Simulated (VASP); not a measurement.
**Pb2SO with PW91: from relaxation to properties**

What structure does Pb2SO take at this level, and what are its properties? The steps: rough relaxation of the start cell, full relaxation (PW91), single point with fields (PW91), bands along the symmetry lines (PW91), total and projected DOS (PW91) and response to an electric field (PW91). The cell is invented: it takes the structure of a Materials Project entry for PbS (space group 187 there), with some of its atoms replaced by other elements, volume scaled by an estimate. It may not be a known or stable phase.

Calculated with VASP 6.6.1; PW91; plane waves and PAW (Pb_d, S, O); invented cell.

### 1. The structure

Before any relaxation, the start is as follows. It takes space group Imm2 (No. 44, orthorhombic). The conventional cell has a = 3.863 Å, b = 7.157 Å, c = 6.691 Å, α = 90.00°, β = 90.00°, γ = 90.00°. Nearest to Pb lie 3 O at 2.86 Å and 3 S at 2.86 Å. S has 6 Pb at 2.86 Å nearest. O has 6 Pb at 2.86 Å nearest. It derives from PbS. it takes the structure of a Materials Project entry for PbS (space group 187 there), with some of its atoms replaced by other elements, volume scaled by an estimate. Farther neighbours and most contacts between anions are not listed.

Structure file:

```cif
data_structure
_symmetry_space_group_name_H-M 'Imm2'
_symmetry_Int_Tables_number 44
_cell_length_a 3.8633
_cell_length_b 7.1569
_cell_length_c 6.6914
_cell_angle_alpha 90.000
_cell_angle_beta 90.000
_cell_angle_gamma 90.000
_cell_volume 185.01
loop_
_atom_site_label
_atom_site_type_symbol
_atom_site_symmetry_multiplicity
_atom_site_Wyckoff_symbol
_atom_site_fract_x
_atom_site_fract_y
_atom_site_fract_z
_atom_site_occupancy
Pb1 Pb 4 d 0.50000 0.75000 0.50000 1
S1 S 2 a 0.00000 0.00000 0.33333 1
O1 O 2 b 0.50000 0.00000 0.83333 1
```

### 2. Rough relaxation of the start cell

The start is only an estimate, so a cheap relaxation brings it near a minimum before any careful run. PW91 is the forerunner of PBE and gives much the same.

INCAR

```
SYSTEM = Pb2SO
PREC = Normal
ENCUT = 520
EDIFF = 1E-05
NELM = 60
ISMEAR = -1
SIGMA = 0.05
LREAL = .FALSE.
ALGO = Fast
GGA = 91
NBANDS = 26
LORBIT = 11
LWAVE = .FALSE.
LCHARG = .FALSE.
KPAR = 2
IBRION = 2
NSW = 40
ISIF = 3
EDIFFG = -0.04
```

POSCAR

```
Pb2SO
1.0
   -1.9316340000      3.5784310000      3.3456880000
    1.9316340000     -3.5784310000      3.3456880000
    1.9316340000      3.5784310000     -3.3456880000
Pb S O
2 1 1
Direct
    0.2500000000      0.0000000000      0.2500000000
    0.7500000000      0.0000000000      0.7500000000
    0.3333333300      0.3333333300      0.0000000000
    0.8333333300      0.3333333300      0.5000000000
```

KPOINTS

```
Automatic mesh
0
Gamma
5 5 5
0 0 0
```

PAW data sets: Pb_d, S and O (PBE family, release 64).

On the command line:

```console
> mpirun -np 2 vasp_std
```

Output:

```text
[banner, memory and clock lines left out]
running    2 mpi-ranks, on    1 nodes
 distrk:  each k-point on    1 cores,    2 groups
 distr:  one band on    1 cores,    1 groups

 POSCAR found type information on POSCAR PbS O
 POSCAR found :  3 types and       4 ions
|                                                                             |
|               ----> ADVICE to this user running VASP <----                  |
|                                                                             |
|     You enforced a specific xc type in the INCAR file but a different       |
|     [... a line on the potential file left out ...]
|     I HOPE YOU KNOW WHAT YOU ARE DOING!                                     |
|                                                                             |

 LDA part: xc-table for (Slater(with rela. corr.)+CA(PZ))
 , standard interpolation
 POSCAR, INCAR and KPOINTS ok, starting setup
 FFT: planning ... GRIDC
 FFT: planning ... GRID_SOFT
 FFT: planning ... GRID
 WAVECAR not read
 entering main loop
       N       E                     dE             d eps       ncg     rms          rms(c)
DAV:   1     0.441040080489E+03    0.44104E+03   -0.19656E+04  1404   0.173E+03
DAV:   2     0.338806361432E+02   -0.40716E+03   -0.39670E+03  1432   0.442E+02
DAV:   3    -0.190970074211E+02   -0.52978E+02   -0.51342E+02  1864   0.173E+02
DAV:   4    -0.216026962714E+02   -0.25057E+01   -0.24948E+01  1720   0.395E+01
DAV:   5    -0.216797316141E+02   -0.77035E-01   -0.76986E-01  1888   0.711E+00    0.112E+01
RMM:   6    -0.191391802673E+02    0.25406E+01   -0.10233E+01  1448   0.144E+01    0.104E+01
RMM:   7    -0.183006947048E+02    0.83849E+00   -0.19355E+00  1520   0.114E+01    0.357E+00
RMM:   8    -0.181633173682E+02    0.13738E+00   -0.58392E-01  1545   0.499E+00    0.201E+00
RMM:   9    -0.181474846802E+02    0.15833E-01   -0.19361E-01  1593   0.328E+00    0.560E-01
RMM:  10    -0.181490634958E+02   -0.15788E-02   -0.41260E-02  1614   0.135E+00    0.199E-01
RMM:  11    -0.181497433200E+02   -0.67982E-03   -0.62959E-03  1640   0.806E-01    0.153E-01
RMM:  12    -0.181497148084E+02    0.28512E-04   -0.27195E-03  1567   0.361E-01    0.515E-02
RMM:  13    -0.181497187315E+02   -0.39231E-05   -0.44684E-04  1890   0.160E-01    0.515E-02
RMM:  14    -0.181497185718E+02    0.15966E-06   -0.10118E-04  1253   0.650E-02    0.310E-02
RMM:  15    -0.181496971522E+02    0.21420E-04   -0.35720E-05  1151   0.504E-02    0.478E-03
RMM:  16    -0.181496975160E+02   -0.36387E-06   -0.95671E-06   878   0.277E-02
   1 F= -.18149698E+02 E0= -.18148358E+02  d E =-.181497E+02
 curvature:   0.00 expect dE= 0.000E+00 dE for cont linesearch  0.000E+00
 trial: gam= 0.00000 g(F)=  0.395E-01 g(S)=  0.327E-03 ort = 0.000E+00 (trialstep = 0.100E+01)
 search vector abs. value=  0.398E-01
 bond charge predicted
       N       E                     dE             d eps       ncg     rms          rms(c)
DAV:   1    -0.181471365959E+02    0.25606E-02   -0.12931E+01  1690   0.187E+01    0.433E-01
RMM:   2    -0.181692258326E+02   -0.22089E-01   -0.26134E-01  1552   0.588E+00    0.243E-01
RMM:   3    -0.181841128530E+02   -0.14887E-01   -0.15914E-01  1864   0.305E+00    0.147E-01
RMM:   4    -0.181851155330E+02   -0.10027E-02   -0.12749E-02  1972   0.789E-01    0.129E-01
RMM:   5    -0.181851724786E+02   -0.56946E-04   -0.14433E-03  1855   0.294E-01    0.750E-02
RMM:   6    -0.181851476006E+02    0.24878E-04   -0.23984E-04  1531   0.160E-01    0.200E-02
RMM:   7    -0.181851528323E+02   -0.52316E-05   -0.14497E-04  1432   0.883E-02    0.150E-02
RMM:   8    -0.181851502288E+02    0.26035E-05   -0.27345E-05   995   0.533E-02
   2 F= -.18185150E+02 E0= -.18183928E+02  d E =-.354527E-01
[... from here on, the cycles between the ionic steps are left out ...]
   3 F= -.18227757E+02 E0= -.18226804E+02  d E =-.780600E-01
   4 F= -.18201699E+02 E0= -.18201282E+02  d E =-.520016E-01
   5 F= -.18236833E+02 E0= -.18236041E+02  d E =-.871356E-01
   6 F= -.18273776E+02 E0= -.18272975E+02  d E =-.369427E-01
   7 F= -.18332640E+02 E0= -.18331873E+02  d E =-.958071E-01
   8 F= -.18374074E+02 E0= -.18373610E+02  d E =-.414338E-01
   9 F= -.18391053E+02 E0= -.18390736E+02  d E =-.584127E-01
  10 F= -.18388779E+02 E0= -.18388608E+02  d E =-.561384E-01
  11 F= -.18396442E+02 E0= -.18396205E+02  d E =-.638014E-01
  12 F= -.18427149E+02 E0= -.18427013E+02  d E =-.307078E-01
  13 F= -.18427221E+02 E0= -.18427082E+02  d E =-.307793E-01
  14 F= -.18450754E+02 E0= -.18450678E+02  d E =-.235332E-01
  15 F= -.18464074E+02 E0= -.18464037E+02  d E =-.368532E-01
  16 F= -.18464809E+02 E0= -.18464767E+02  d E =-.375879E-01
  17 F= -.18477621E+02 E0= -.18477591E+02  d E =-.128126E-01
  18 F= -.18485900E+02 E0= -.18485870E+02  d E =-.210912E-01
  19 F= -.18488177E+02 E0= -.18488153E+02  d E =-.233680E-01
  20 F= -.18497587E+02 E0= -.18497571E+02  d E =-.941031E-02
  21 F= -.18501313E+02 E0= -.18501298E+02  d E =-.131357E-01
  22 F= -.18506458E+02 E0= -.18506443E+02  d E =-.514534E-02
  23 F= -.18506686E+02 E0= -.18506671E+02  d E =-.537316E-02
  24 F= -.18506416E+02 E0= -.18506400E+02  d E =-.510329E-02
  25 F= -.18506707E+02 E0= -.18506691E+02  d E =-.539401E-02
  26 F= -.18507501E+02 E0= -.18507487E+02  d E =-.794638E-03
  27 F= -.18508047E+02 E0= -.18508034E+02  d E =-.134077E-02
  28 F= -.18508757E+02 E0= -.18508746E+02  d E =-.709998E-03
  29 F= -.18509023E+02 E0= -.18509013E+02  d E =-.975635E-03
 curvature:  -2.11 expect dE=-0.137E-02 dE for cont linesearch -0.387E-08
 trial: gam= 0.89418 g(F)=  0.371E-03 g(S)=  0.276E-03 ort = 0.169E-05 (trialstep = 0.109E+01)
 search vector abs. value=  0.190E-02
 bond charge predicted
       N       E                     dE             d eps       ncg     rms          rms(c)
DAV:   1    -0.185090740315E+02   -0.52333E-04   -0.40804E-01  1624   0.450E+00    0.215E-01
RMM:   2    -0.185094511455E+02   -0.37711E-03   -0.12962E-02  1630   0.948E-01    0.777E-02
RMM:   3    -0.185094257761E+02    0.25369E-04   -0.19434E-03  1589   0.400E-01    0.531E-02
RMM:   4    -0.185094087573E+02    0.17019E-04   -0.61323E-04  1668   0.202E-01    0.299E-02
RMM:   5    -0.185094044138E+02    0.43436E-05   -0.14191E-04  1417   0.102E-01    0.906E-03
RMM:   6    -0.185094073970E+02   -0.29833E-05   -0.33884E-05   957   0.579E-02
  30 F= -.18509407E+02 E0= -.18509399E+02  d E =-.384469E-03
 trial-energy change:   -0.000384  1 .order   -0.000431   -0.000705   -0.000158
 step:   1.4008(harm=  1.4008)  dis= 0.00848  next Energy=   -18.509477 (dE=-0.454E-03)
 reached required accuracy - stopping structural energy minimisation
```

It took 7.4 min on 2 MPI ranks of AMD EPYC 7R43, shared host; peak memory 0.36 GiB; 15 min of CPU time.

Lines that name or quote the potential files are left out of all logs, and their timing lines are given in words.

OUTCAR, selected parts (step 2):

```text
ion  position               nearest neighbor table
   1  0.250  0.000  0.250-   4 2.86   3 2.86   3 2.86   4 2.86   3 2.86   4 2.86   2 3.58   2 3.58
                             2 3.86   2 3.86   2 3.86   2 3.86
   2  0.750  0.000  0.750-   3 2.86   4 2.86   3 2.86   4 2.86   4 2.86   3 2.86   1 3.58   1 3.58
                             1 3.86   1 3.86   1 3.86   1 3.86
   3  0.333  0.333  0.000-   1 2.86   2 2.86   2 2.86   1 2.86   1 2.86   2 2.86
   4  0.833  0.333  0.500-   2 2.86   1 2.86   2 2.86   2 2.86   1 2.86   1 2.86

  LATTYP: Found a body centered orthorhombic cell.
 ALAT       =     3.8632680000
 B/A-ratio  =     1.7320506887
 C/A-ratio  =     1.8525409058

 Subroutine GETGRP returns: Found  4 space group operations
 (whereof  4 operations were pure point group operations)

The static configuration has the point symmetry C_2v.

 Found     27 irreducible k-points:

   k-points           NKPTS =     27   k-points in BZ     NKDIM =     27   number of bands    NBANDS=     26

   dimension x,y,z NGX =    30 NGY =   30 NGZ =   30
   dimension x,y,z NGXF=    60 NGYF=   60 NGZF=   60

   ENCUT  =  520.0 eV  38.22 Ry    6.18 a.u.   9.79  9.79  9.79*2*pi/ulx,y,z

   NELECT =      40.0000    total number of electrons

 k-points in reciprocal lattice and weights: Automatic mesh
   0.00000000  0.00000000  0.00000000       0.008
   0.20000000  0.00000000  0.00000000       0.032
   0.40000000  0.00000000  0.00000000       0.032
   0.00000000  0.20000000 -0.00000000       0.032
   0.20000000  0.20000000  0.00000000       0.064
   0.40000000  0.20000000  0.00000000       0.064
  -0.40000000  0.20000000 -0.00000000       0.064
  -0.20000000  0.20000000 -0.00000000       0.032
   0.00000000  0.40000000 -0.00000000       0.032
[...]
0.40000000 -0.40000000  0.40000000       0.016
  -0.40000000 -0.40000000  0.40000000       0.016

 average (electrostatic) potential at core
       1 -92.6391       2 -92.6391       3 -85.8894       4 -69.7996

 E-fermi :   5.1617

 k-point     1 :       0.0000    0.0000    0.0000
  band No.  band energies     occupation
    ...
     16       1.5839      2.00000
     17       2.3284      2.00000
     18       2.7241      2.00000
     19       3.2207      2.00000
     20       4.2601      2.00000
     21       7.0248      0.00000
     22       7.8136      0.00000
     23       8.3953      0.00000
     24       9.5748      0.00000
     25      10.9083      0.00000
    ...

 k-point     2 :       0.2000    0.0000    0.0000
  band No.  band energies     occupation
    ...
     16       2.2991      2.00000
     17       2.3232      2.00000
     18       2.8770      2.00000
     19       3.3689      2.00000
     20       4.1885      2.00000
     21       6.6234      0.00000
     22       7.4226      0.00000
     23       8.9240      0.00000
     24       9.8391      0.00000
     25      10.8448      0.00000
    ...

 k-point     3 :       0.4000    0.0000    0.0000
  band No.  band energies     occupation
    ...
     16       2.1402      2.00000
     17       2.3152      2.00000
     18       3.5180      2.00000
     19       4.0796      2.00000
     20       4.3959      2.00000
     21       6.1835      0.00000
     22       6.9986      0.00000
     23       8.6552      0.00000
     24      10.0482      0.00000
     25      10.2959      0.00000
    ...

  Total       -0.0381724     -0.0054828     -0.0235179      0.0000000      0.0000000      0.0000000
  in kB       -0.6221094     -0.0893551     -0.3832799      0.0000000      0.0000000      0.0000000
  external PRESSURE =      -0.3649148 kB  Pullay stress =       0.0000000 kB

  energy-cutoff  :      520.00
  volume of cell :       98.31
      direct lattice vectors                 reciprocal lattice vectors
    -1.798938808  3.601944660  3.792975293     0.000000000  0.138813904  0.131822636
     1.798938808 -3.601944660  3.792975293     0.277941639  0.000000000  0.131822636
     1.798938808  3.601944660 -3.792975293     0.277941639  0.138813904  0.000000000

 POSITION                                       TOTAL-FORCE (eV/Angst)
 -----------------------------------------------------------------------------------
      1.79894     -1.98616      3.62957         0.000000     -0.008984      0.010620
      1.79894      1.98616      3.62957         0.000000      0.008984      0.010620
      0.00000      0.00000      2.44333        -0.000000      0.000000     -0.003021
     -0.00000      3.60194      2.94077         0.000000      0.000000     -0.018218
 -----------------------------------------------------------------------------------
    total drift:                                0.000032      0.000092     -0.005546

  FREE ENERGIE OF THE ION-ELECTRON SYSTEM (eV)
  ---------------------------------------------------
  free  energy   TOTEN  =       -18.5094073970 eV

  energy  without entropy=      -18.5093897933  energy(sigma->0) =      -18.50939860

 reached required accuracy - stopping structural energy minimisation

 total charge
# of ion       s       p       d       tot
------------------------------------------
    1        1.475   0.504   9.851  11.830
    2        1.475   0.504   9.851  11.830
    3        1.358   2.339   0.000   3.697
    4        1.587   3.280   0.000   4.866
--------------------------------------------------
tot          5.895   6.626  19.702  32.224

[... 3 further parts left out ...]
```

The gap is read on the k-mesh alone, so it is an upper bound where the band edges lie off the mesh. This relaxation is a rough one on cheap settings, only to bring the start near its minimum. The PAW data sets were made with PBE, which is usual practice but a small mismatch for other functionals. The run keeps the 4 symmetry operations of its start, so it cannot find a distortion of lower symmetry.

Step by step (22 of 30):

```tsv
step	energy less that of the first step (eV)	largest force (eV/Å)	pressure (GPa)	volume (Å³)
1	0.0000	0.6164	-0.02	92.50
2	-0.0355	0.4716	-0.12	92.47
4	-0.0520	0.7046	0.18	92.25
5	-0.0871	0.3967	-0.10	92.36
7	-0.1829	0.5417	0.44	91.07
8	-0.2244	0.4676	-0.02	92.58
9	-0.2414	0.4121	-0.22	93.64
11	-0.2467	0.4409	-0.32	94.46
12	-0.2775	0.3861	1.39	93.91
13	-0.2775	0.3820	1.29	93.94
15	-0.3144	0.1835	-0.89	98.83
16	-0.3151	0.2060	-0.64	98.15
18	-0.3362	0.2665	0.68	96.83
19	-0.3385	0.2180	0.41	97.16
20	-0.3479	0.1554	-0.10	98.10
22	-0.3568	0.0925	-0.28	98.86
23	-0.3570	0.0960	-0.24	98.77
24	-0.3567	0.1033	-0.06	98.59
26	-0.3578	0.0705	-0.04	98.48
27	-0.3583	0.0765	0.17	98.07
29	-0.3593	0.0570	-0.12	98.43
30	-0.3597	0.0182	-0.04	98.31
```

```tsv
cell as run	before	after	change
a (Å)	5.266	5.531	+5.0 %
b (Å)	5.266	5.531	+5.0 %
c (Å)	5.266	5.531	+5.0 %
α (°)	136.96	142.04	+3.7 %
β (°)	94.38	98.74	+4.6 %
γ (°)	101.11	93.42	-7.6 %
volume (Å³/atom)	23.13	24.58	+6.3 %
```

The atoms that moved most (Å, as changes of fractional coordinates times the final cell):

```tsv
atom	dx	dy	dz	length
O4	0.000	0.000	0.412	0.412
Pb1	0.000	-0.185	-0.163	0.247
Pb2	0.000	0.185	-0.163	0.247
S3	0.000	0.000	-0.085	0.085
```

The relaxed structure:

```xyz
4
Lattice="-1.7989 3.6019 3.7930 1.7989 -3.6019 3.7930 1.7989 3.6019 -3.7930" Properties=species:S:1:pos:R:3 pbc="T T T"
Pb    0.0000    1.6158   -0.1634
Pb    0.0000    5.5881   -0.1634
S     0.0000    0.0000    2.4433
O     0.0000    3.6019    2.9408
```

Numbers from this step:

| Property | Result |
| --- | --- |
| electrons | 40 |
| bands | 26 |
| irreducible k-points | 27 |
| symmetry operations | 4 |
| free energy (TOTEN) | -18.51 eV |
| Fermi energy | 5.162 eV |
| pressure | -0.03649 GPa |
| metallic | no |
| valence top at k | 0.4, 0.2, 0 |
| conduction bottom at k | 0.4, -0.2, 0.2 |
| least direct gap at k | -0.4, -0.4, 0.4 |
| SCF cycles over all ionic steps | 229 |
| gap on the k-mesh | 0.875 eV |
| least direct gap on the k-mesh | 1.035 eV |

It ends with a largest force of 0.018 eV/Å and a pressure of -0.04 GPa.

[end of part 1 of 4]

[Lines on the potential files, build, host, timing and source positions are cut from VASP's logs without a mark.]

[Logs are printed without paths, hosts, clocks, repeated set-up lines and the standing remarks that a program may print on its own settings, such as how far it seeks lower states.]

[Hosts, paths, dates, database ids (printed as entryN), source tags and the programs' standing remarks are cut or masked in the printed files.]

[A measured line is paired with the nearest computed mode of its activity, which favours agreement.]
